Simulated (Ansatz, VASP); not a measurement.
# Cross-check of TiC (TiC strained to the junction's net) between VASP and Ansatz

One calculation is typed for both programs; each brings its own data sets. How far apart do they land? The cell is generated by rule, not measured, and may not be a known phase. The structure shown is the end of the Ansatz relaxation below.

Method: plane waves, with VASP 6.6.1 beside it; single point at PBE with D3(BJ), in Ansatz 0.2.0.

## (1) Starting point

The structure is trigonal, space group R-3m (No. 166). The conventional cell has a = 3.062 Å, b = 3.062 Å, c = 7.392 Å, α = 90.00°, β = 90.00°, γ = 120.00°. Nearest to Ti lie 6 C at 2.15 Å. Nearest to C lie 6 Ti at 2.15 Å. Farther neighbours are not listed.

As a file:

```cif
data_structure
_symmetry_space_group_name_H-M 'R-3m:H'
_symmetry_Int_Tables_number 166
_cell_length_a 3.0620
_cell_length_b 3.0620
_cell_length_c 7.3923
_cell_angle_alpha 90.000
_cell_angle_beta 90.000
_cell_angle_gamma 120.000
_cell_volume 60.02
loop_
_atom_site_label
_atom_site_type_symbol
_atom_site_symmetry_multiplicity
_atom_site_Wyckoff_symbol
_atom_site_fract_x
_atom_site_fract_y
_atom_site_fract_z
_atom_site_occupancy
Ti1 Ti 3 a 0.00000 0.00000 0.00000 1
C1 C 3 b 0.33333 0.66667 0.16667 1
```

## (2) Ansatz: relaxation, PBE with D3(BJ)

Ansatz runs on its default PAW (the set named soft_2) files.

This run makes the geometry at which the two programs are then compared.

File input.yaml:

```yaml
crystal:
  lattice:
    - [3.062, 0.0, 0.0]
    - [-1.531, 2.6517697864, 0.0]
    - [0.0, 0.0, 7.4993896798]
  atoms:
    - { symbol: Ti, position: [0.0, 0.0, 0.0] }
    - { symbol: C, position: [0.3333333333, 0.6666666667, 0.1666666667] }
    - { symbol: Ti, position: [0.6666666667, 0.3333333333, 0.3333333333] }
    - { symbol: C, position: [0.0, 0.0, 0.5] }
    - { symbol: Ti, position: [0.3333333333, 0.6666666667, 0.6666666667] }
    - { symbol: C, position: [0.6666666667, 0.3333333333, 0.8333333333] }
kpoints:
  mp_grid: { grid: [12, 12, 4] }
scf:
  occupations: { method: fermi_dirac, width: 0.1 }
  max_iter: 150
hamiltonian:
  xc: pbe
  dispersion: d3bj
relax:
  f_tol: 0.01
  max_steps: 40
  cell: { fix: [a, b, angles] }
```

On the command line:

```bash
$ ansatz run input.yaml --threads 4 --pin off --max-ram 10240MiB --backend cpu --events-out ev --progress --plain --runs-dir out
```

Numbers of over 12 decimals in the logs are rounded to 6 here.

The program printed:

```text
Engine: ansatz 0.2.0, x86_64-unknown-linux-gnu
Pseudopotentials: kind: paw
Pseudopotential: Ti, paw, valence charge 12, recommended cutoff 420 eV (normal), Ti.paw.azcp
Pseudopotential: C, paw, valence charge 4, recommended cutoff 420 eV (normal), C.paw.azcp
Functional definition: PBE
  parameter kappa = 0.804
  parameter beta = 0.066725
  exchange = pbe_x(kappa = kappa, mu = beta*pi^2/3)
  correlation = pbe_c(beta = beta)
Crystal: 6 atoms, lattice volume = 60.893 Å³
Basis set: ecut = 420 eV, 1213 PW (Γ), exchange–correlation on 48×48×108 points (8 copies of the dense FFT grid, shifted against one another)
Bands: 30, of which v1, the nominal top of the filled ones, is band 24 counted from 1 (23 counted from 0)
Symmetry: 36 space group operations
Space group: R-3m (ITA 166), of the structure as read, at distance tolerance 3.9e-5 Å
k-points: 69 of 576
Non-local potential: Ti, projectors of the file, l = 0: 3, l = 1: 2, l = 2: 3, l = 3: 1
Non-local potential: C, projectors of the file, l = 0: 2, l = 1: 2, l = 2: 1
PAW form: soft (Blöchl's): semilocal exchange-correlation on the pseudo side does not see the compensation charge
PAW one-centre angular grid: Ti, 590 points (default); XC on 64 Gauss nodes
PAW one-centre angular grid: C, 110 points (default); XC on 64 Gauss nodes
Initial density: superposition of atomic densities (neutral atoms: chi_scale 0, normalization atom), corrected by the library's trained network
Initial wavefunctions: pseudopotential atomic-orbital guess
Functional: x = pbe(κ = 0.804, μ = 0.219515), c = pbe(β = 0.066725)
SCF iter   1: F=—  HF=-8259.507754 eV  |F-HF|=—  |Δ(HF+E_count)|=         —  Δρ=3.69e-3  dr2=5.80e-3  ethr=1.77e-3  ⟨swp⟩=4.0  Hψ=7763  notcnv=0
preconditioner: auto → Kerker (q_TF=auto, 2.622 Å⁻¹)  [metal: Δε(μ)=0.066 eV  Ē_g=6.767 eV  σ=0.100 eV  W_gap=0.16  n_scr=24 (ndim 8)  ℏωp=23.3 eV  f_vac=0.000  D(μ)=0.86/eV (n_scr^D=2)]
SCF iter   2: F=—  HF=-8259.506597 eV  |F-HF|=—  |Δ(HF+E_count)|=   1.16e-3  Δρ=1.75e-3  dr2=8.55e-4  ethr=1.21e-5  ⟨swp⟩=2.2  Hψ=3172  notcnv=0
SCF iter   3: F=—  HF=-8259.506636 eV  |F-HF|=—  |Δ(HF+E_count)|=   3.84e-5  Δρ=9.80e-4  dr2=2.86e-4  ethr=1.78e-6  ⟨swp⟩=2.2  Hψ=2546  notcnv=0
SCF iter   4: F=—  HF=-8259.506643 eV  |F-HF|=—  |Δ(HF+E_count)|=   7.31e-6  Δρ=1.25e-4  dr2=7.41e-6  ethr=5.96e-7  ⟨swp⟩=2.3  Hψ=2604  notcnv=0
SCF iter   5: F=—  HF=-8259.506558 eV  |F-HF|=—  |Δ(HF+E_count)|=   8.51e-5  Δρ=2.35e-5  dr2=1.97e-7  ethr=1.54e-8  ⟨swp⟩=2.0  Hψ=2895  notcnv=0
SCF iter   6: F=-8259.506558 eV  HF=-8259.506558 eV  |F-HF|=1.06e-9  |Δ(HF+E_count)|=  5.29e-10  Δρ=7.29e-6  dr2=2.15e-8  ethr=2.08e-10  ⟨swp⟩=4.0  Hψ=6105  notcnv=0
SCF 1 converged in 6 iterations: F = -8259.506558 eV  dr2 = 2.15e-8
  greatest PAW one-centre occupation: 0.999 electrons in one spin orbital (limit 2), on the Ti atom at site 4 (counted from 0), in its partial waves of l = 0
relax step   1: F+E_penalty+E_count = -8259.50655780 eV  Δ(F+E_penalty+E_count) = +0.000e0 eV  max|allowed force component| = 7.762e-26 eV/Å  Δτ_max = 0.0000 Å  P = -6.785 GPa  Ω = 60.893 Å³  fix = [a, b, alpha, beta, gamma]  reactions: a -6.802, b -6.802 GPa  (6 SCF iters, dr2 threshold 1.00e-7 eV, accepted)
[...]
relax step   3: F+E_penalty+E_count = -8259.52632974 eV  Δ(F+E_penalty+E_count) = -7.903e-4 eV  max|allowed force component| = 4.961e-27 eV/Å  Δτ_max = 0.0000 Å  P = -3.283 GPa  Ω = 60.034 Å³  energy of the carried Pulay correction = +1.469e-3 eV  fix = [a, b, alpha, beta, gamma]  reactions: a -4.909, b -4.909 GPa  (5 SCF iters, dr2 threshold 6.00e-7 eV, accepted)
[...]
relax step   4: F+E_penalty+E_count = -8259.52502022 eV  Δ(F+E_penalty+E_count) = +1.310e-3 eV  max|allowed force component| = 7.227e-26 eV/Å  Δτ_max = 0.0000 Å  P = -3.308 GPa  Ω = 60.034 Å³  fix = [a, b, alpha, beta, gamma]  reactions: a -4.921, b -4.921 GPa  stress off target by 8.21e-2 GPa on what of the cell is left free  SCF on the basis re-selected at this cell (its energy is not comparable with the rows above)  (5 SCF iters)
[...]
relax step   5: F+E_penalty+E_count = -8259.52504048 eV  Δ(F+E_penalty+E_count) = -2.026e-5 eV  max|allowed force component| = 8.662e-26 eV/Å  Δτ_max = 0.0000 Å  P = -3.265 GPa  Ω = 60.023 Å³  energy of the carried Pulay correction = +1.762e-5 eV  fix = [a, b, alpha, beta, gamma]  reactions: a -4.897, b -4.897 GPa  (4 SCF iters, dr2 threshold 1.69e-8 eV, accepted)
[...]
relax step   6: F+E_penalty+E_count = -8259.52502879 eV  Δ(F+E_penalty+E_count) = +1.169e-5 eV  max|allowed force component| = 3.211e-27 eV/Å  Δτ_max = 0.0000 Å  P = -3.265 GPa  Ω = 60.023 Å³  fix = [a, b, alpha, beta, gamma]  reactions: a -4.897, b -4.897 GPa  stress off target by 9.32e-4 GPa on what of the cell is left free  SCF on the basis re-selected at this cell (its energy is not comparable with the rows above)  (4 SCF iters)
basis re-selected at this cell: Δ(F+E_penalty+E_count) = +1.169e-5 eV, ΔP = -0.000 GPa vs the last step (what re-selecting the basis moved, of the pressure what is left beyond the Pulay correction that the steps carried, after the strain that the cell walked since its last selection, with what the two solves' SCF thresholds leave and, on support functions, any second-order correction that the steps lacked; it is no m [...]
SCF converged after 4 iterations
Free energy (F): -8259.525029 eV
Harris-Foulkes:  -8259.525029 eV  (|F-HF|=0.00e0)
Internal energy: -8259.495247 eV  (E = F + TS)
E sigma→0 (E₀):  -8259.510138 eV
Entropy (-TS):   -0.029782 eV (-4.964 meV/atom)
Fermi energy:    14.978966 eV
--- Per-component energies (eV) ---
  E_band       = -319.852436
  E_kinetic    = 1089.891502
  E_local      = -2298.699233  (includes V_loc(G=0)·N_el)
  E_nonlocal   = 96.109450
  E_hartree    = 936.219821
  E_xc         = -443.103444
  E_vxc        = -553.437631  (∫ρ·V_xc dr)
  E_paw        = -3436.054436  (= ΣΔE_a)
  E_vpaw       = -526.156557  (= ΣTr[D̂ρ^β])
  E_aug_tail   = 0.000437  (compensation charges beyond the density's cutoff)
  E_ewald      = -4201.143356
  E_disp       = -2.715987  (pairwise vdW)
  E_smearing   = -0.029782  (= −TS)
  E_closure    = -0.000000  (closes the sum)
  Σ components = -8259.525029   (vs F -8259.525029, Δ=0.00e0)
--- Forces (eV/Å), atoms counted from 1 ---
  atom   1  Ti    -0.00000000     0.00000000     0.00000000
  atom   2  C      0.00000000    -0.00000000     0.00000000
  atom   3  Ti    -0.00000000     0.00000000    -0.00000000
  atom   4  C      0.00000000    -0.00000000     0.00000000
  atom   5  Ti     0.00000000     0.00000000     0.00000000
  atom   6  C     -0.00000000    -0.00000000    -0.00000000
  max |Σ_I F_I| component: 7.13e-27 eV/Å
--- Stress (GPa, compression-positive) ---
       -4.897152      -0.000000      -0.000000
       -0.000000      -4.897152       0.000000
        0.000000       0.000000      -0.000932
  P = ⅓ Tr σ = -3.2651 GPa (-32.651 kbar)
--- Relaxed structure (4 steps of the walk, 4 accepted, 2 SCFs on fresh bases) ---
  F+E_penalty+E_count = -8259.52502879 eV   max|allowed force component| = 3.211e-27 eV/Å   (the final SCF, on the basis selected at the relaxed cell)
  cell:  # Å, volume = 60.0233 Å³
    - [3.062000, 0, 0]
    - [-1.531000, 2.651770, 0]
    - [0, 0, 7.392285]
  atoms:
    - { symbol: Ti, position: [0, 0, 0] }
    - { symbol: C, position: [0.333333, 0.666667, 0.166667] }
    - { symbol: Ti, position: [0.666667, 0.333333, 0.333333] }
    - { symbol: C, position: [0, 0, 0.5] }
    - { symbol: Ti, position: [0.333333, 0.666667, 0.666667] }
    - { symbol: C, position: [0.666667, 0.333333, 0.833333] }
```

## (3) VASP: single point, PBE with D3(BJ)

The same cell, functional, mesh and smearing now go to VASP, with its own data sets.

Lines of VASP's logs that name or quote its potential files are left out, and so is its time.

File INCAR:

```
SYSTEM = TiC
PREC = Accurate
ENCUT = 600
EDIFF = 1E-06
NELM = 120
ISMEAR = -1
SIGMA = 0.1
LREAL = .FALSE.
ALGO = Normal
GGA = PE
IVDW = 12
NBANDS = 30
LASPH = .TRUE.
LORBIT = 11
LWAVE = .FALSE.
LCHARG = .FALSE.
ISIF = 2
GGA_COMPAT = .FALSE.
KPAR = 2
```

File POSCAR:

```
TiC
1.0
    3.0620000000      0.0000000000      0.0000000000
   -1.5310000000      2.6517697864      0.0000000000
    0.0000000000      0.0000000000      7.3922854109
Ti C
3 3
Direct
    0.0000000000      0.0000000000      0.0000000000
    0.6666666667      0.3333333333      0.3333333333
    0.3333333333      0.6666666667      0.6666666667
    0.3333333333      0.6666666667      0.1666666667
    0.0000000000      0.0000000000      0.5000000000
    0.6666666667      0.3333333333      0.8333333333
```

File KPOINTS:

```
Automatic mesh
0
Gamma
12 12 4
0 0 0
```

Potentials, in the order of the species: Ti_sv and C (PBE family, release 64).

On the command line:

```bash
$ mpirun -np 2 vasp_std
```

The program printed:

```text
[banner, memory and clock lines left out]
running    2 mpi-ranks, on    1 nodes
 distrk:  each k-point on    1 cores,    2 groups
 distr:  one band on    1 cores,    1 groups

 POSCAR found type information on POSCAR TiC
 POSCAR found :  2 types and       6 ions
 LDA part: xc-table for (Slater+PW92), standard interpolation
 POSCAR, INCAR and KPOINTS ok, starting setup
 FFT: planning ... GRIDC
 FFT: planning ... GRID_SOFT
 FFT: planning ... GRID
 WAVECAR not read
 entering main loop
       N       E                     dE             d eps       ncg     rms          rms(c)
DAV:   1     0.628330006477E+03    0.62833E+03   -0.25818E+04  4140   0.216E+03
DAV:   2     0.248491047411E+02   -0.60348E+03   -0.58623E+03  4146   0.607E+02
DAV:   3    -0.662110894532E+02   -0.91060E+02   -0.87085E+02  7082   0.189E+02
DAV:   4    -0.725240389276E+02   -0.63129E+01   -0.62851E+01  6038   0.482E+01
DAV:   5    -0.728118317412E+02   -0.28779E+00   -0.28762E+00  6206   0.935E+00    0.322E+01
DAV:   6    -0.575361856553E+02    0.15276E+02   -0.14193E+02  5848   0.848E+01    0.113E+01
DAV:   7    -0.561368486882E+02    0.13993E+01   -0.20606E+01  5746   0.311E+01    0.739E+00
DAV:   8    -0.561344474621E+02    0.24012E-02   -0.16820E+00  5596   0.108E+01    0.165E+00
DAV:   9    -0.561152152302E+02    0.19232E-01   -0.28631E-01  5904   0.447E+00    0.856E-01
DAV:  10    -0.561231781202E+02   -0.79629E-02   -0.52855E-02  5308   0.233E+00    0.617E-01
DAV:  11    -0.561210779607E+02    0.21002E-02   -0.14521E-02  5422   0.124E+00    0.585E-02
DAV:  12    -0.561211314233E+02   -0.53463E-04   -0.13771E-03  6540   0.269E-01    0.830E-02
DAV:  13    -0.561210674618E+02    0.63962E-04   -0.49824E-04  5938   0.159E-01    0.143E-02
DAV:  14    -0.561210694677E+02   -0.20059E-05   -0.35771E-05  6220   0.434E-02    0.978E-03
DAV:  15    -0.561210675449E+02    0.19228E-05   -0.14737E-05  5576   0.265E-02    0.458E-03
DAV:  16    -0.561210675822E+02   -0.37268E-07   -0.51516E-07  3138   0.667E-03
   1 F= -.58836361E+02 E0= -.58821416E+02  d E =-.298898E-01
```

Parts of OUTCAR (step 3):

```text
ion  position               nearest neighbor table
   1  0.000  0.000  0.000-   4 2.15   6 2.15   6 2.15   4 2.15   6 2.15   4 2.15
   2  0.667  0.333  0.333-   4 2.15   4 2.15   5 2.15   4 2.15   5 2.15   5 2.15
   3  0.333  0.667  0.667-   6 2.15   6 2.15   5 2.15   6 2.15   5 2.15   5 2.15
   4  0.333  0.667  0.167-   2 2.15   2 2.15   1 2.15   2 2.15   1 2.15   1 2.15
   5  0.000  0.000  0.500-   2 2.15   3 2.15   2 2.15   3 2.15   2 2.15   3 2.15
   6  0.667  0.333  0.833-   3 2.15   3 2.15   1 2.15   3 2.15   1 2.15   1 2.15

  LATTYP: Found a hexagonal cell.
 ALAT       =     3.0620000000
 C/A-ratio  =     2.4142016365

 Subroutine GETGRP returns: Found 12 space group operations
 (whereof 12 operations were pure point group operations)

The static configuration has the point symmetry D_3d.

 Found     69 irreducible k-points:

   k-points           NKPTS =     69   k-points in BZ     NKDIM =     69   number of bands    NBANDS=     30

   dimension x,y,z NGX =    24 NGY =   24 NGZ =   60
   dimension x,y,z NGXF=    48 NGYF=   48 NGZF=  120

   ENCUT  =  600.0 eV  44.10 Ry    6.64 a.u.   6.12  6.12 14.76*2*pi/ulx,y,z

   NELECT =      48.0000    total number of electrons

 k-points in reciprocal lattice and weights: Automatic mesh
   0.00000000  0.00000000  0.00000000       0.002
   0.08333333 -0.00000000  0.00000000       0.010
   0.16666667 -0.00000000  0.00000000       0.010
   0.25000000 -0.00000000  0.00000000       0.010
   0.33333333 -0.00000000  0.00000000       0.010
   0.41666667 -0.00000000  0.00000000       0.010
   0.50000000 -0.00000000  0.00000000       0.005
   0.08333333  0.08333333  0.00000000       0.010
   0.16666667  0.08333333  0.00000000       0.021
[...]
0.33333333  0.25000000  0.50000000       0.021
   0.33333333  0.33333333  0.50000000       0.003

 average (electrostatic) potential at core
       1 -70.9413       2 -70.9413       3 -70.9413       4 -44.2264       5 -44.2264
       6 -44.2264

 E-fermi :   9.6141

 k-point     1 :       0.0000    0.0000    0.0000
  band No.  band energies     occupation
    ...
     17       5.4825      2.00000
     18       7.1235      2.00000
     19       7.1235      2.00000
     20       7.1235      2.00000
     21       7.1235      2.00000
     22      10.2437      0.00368
     23      10.2437      0.00368
     24      10.3854      0.00089
     25      11.2496      0.00000
     26      11.2496      0.00000
    ...

 k-point     2 :       0.0833   -0.0000    0.0000
  band No.  band energies     occupation
    ...
     18       7.0025      2.00000
     19       7.0088      2.00000
     20       7.2275      2.00000
     21       7.3494      2.00000
     22       9.6217      0.96166
     23       9.8629      0.15329
     24       9.9032      0.10516
     25      10.4744      0.00037
     26      10.8876      0.00001
     27      11.5013      0.00000
    ...

 k-point     3 :       0.1667   -0.0000    0.0000
  band No.  band energies     occupation
    ...
     20       7.1078      2.00000
     21       7.7106      2.00000
     22       8.3222      2.00000
     23       8.9047      1.99834
     24       9.0832      1.99015
     25      10.5998      0.00010
     26      10.9173      0.00000
     27      11.1231      0.00000
     28      11.6255      0.00000
     29      12.1733      0.00000
    ...

 Edisp (eV)   -2.71529

  Total      -1.79020    -1.79020     0.03588    -0.00000     0.00000     0.00000
  in kB     -47.78518   -47.78518     0.95780    -0.00000     0.00000     0.00000
  external pressure =      -31.54 kB  Pullay stress =        0.00 kB

  energy-cutoff  :      600.00
  volume of cell :       60.02
      direct lattice vectors                 reciprocal lattice vectors
     3.062000000  0.000000000  0.000000000     0.326583932  0.188553321  0.000000000
    -1.531000000  2.651769786  0.000000000     0.000000000  0.377106642  0.000000000
     0.000000000  0.000000000  7.392285411     0.000000000  0.000000000  0.135276162

 POSITION                                       TOTAL-FORCE (eV/Angst)
 -----------------------------------------------------------------------------------
      0.00000      0.00000      0.00000        -0.000000      0.000000     -0.000000
      1.53100      0.88392      2.46410         0.000000     -0.000000      0.000000
     -0.00000      1.76785      4.92819         0.000000      0.000000     -0.000000
     -0.00000      1.76785      1.23205        -0.000000      0.000000     -0.000000
      0.00000      0.00000      3.69614        -0.000000      0.000000     -0.000000
      1.53100      0.88392      6.16024        -0.000000     -0.000000     -0.000000
 -----------------------------------------------------------------------------------
    total drift:                                0.000000     -0.000000     -0.000000

  FREE ENERGIE OF THE ION-ELECTRON SYSTEM (eV)
  ---------------------------------------------------
  free  energy   TOTEN  =       -58.8363610733 eV

  energy  without entropy=      -58.8064712446  energy(sigma->0) =      -58.82141616

 total charge
# of ion       s       p       d       tot
------------------------------------------
    1        2.202   6.255   1.970  10.426
    2        2.202   6.255   1.970  10.426
    3        2.202   6.255   1.970  10.426
    4        0.897   1.514   0.000   2.410
    5        0.897   1.514   0.000   2.410
    6        0.897   1.514   0.000   2.410
--------------------------------------------------
tot          9.296  23.305   5.909  38.510

[... 3 further parts left out ...]
```

The run ends at a pressure of -3.15 GPa.

## (4) Side by side

Known differences besides the potentials themselves: the cutoff is 420 eV in Ansatz and 600 eV in VASP; Ansatz's pressure holds a Pulay correction, VASP's none. Total energies have different zeros and are not compared.

Both answers:

```
      quantity  Ansatz   VASP  difference
pressure (GPa)   -3.27  -3.15       -0.11
```

## (5) Summary of results

* difference in pressure (single point, PBE with D3(BJ)): -0.11 GPa

In words: The difference in pressure is -0.11 GPa (single point, PBE with D3(BJ)), within the 1 GPa picked in this series as the mark of a large difference. How closely two codes agree says nothing of how well the functional describes the real material.

[Lines on the potential files, build, host, timing and source positions are cut from VASP's logs without a mark.]

[Logs are printed without paths, hosts, clocks, repeated set-up lines and the standing remarks that a program may print on its own settings, such as how far it seeks lower states.]

[Hosts, paths, dates, database ids (printed as entryN), source tags and the programs' standing remarks are cut or masked in the printed files.]
